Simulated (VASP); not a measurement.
Energy against volume of Yb (fcc). Calculation: PBE GGA with D4 dispersion, VASP's PBE PAW potentials (set 64) (plane waves; VASP). Numerical set-up: 520 eV cut-off, 9×9×9 Γ-centred mesh, Gaussian smearing of 0.050 eV, potentials Yb_2.

The 4f electrons are frozen in the core of the lanthanide potential, so 4f levels, which can set the real gap, and their magnetism are missing.

```csv
V (Å³/atom),E (eV/atom)
36.873,-1.63656
38.014,-1.63990
39.154,-1.63940
40.295,-1.63552
```

### Question
Fit these four points and predict the energy of the run at 35.733 Å³/atom.

### Answer
A cubic in V^(−2/3), the third-order Birch-Murnaghan form, passes through the four points with V0 = 38.42 Å³/atom and B0 = 17 GPa, and gives -1.6289 eV/atom there. The run gave -1.6288 eV/atom, +0.0 meV/atom from the fit; all five points give B0 = 17 GPa.

The compound is Yb in the fcc structure. It was relaxed first, which changed the volume by -7 %.
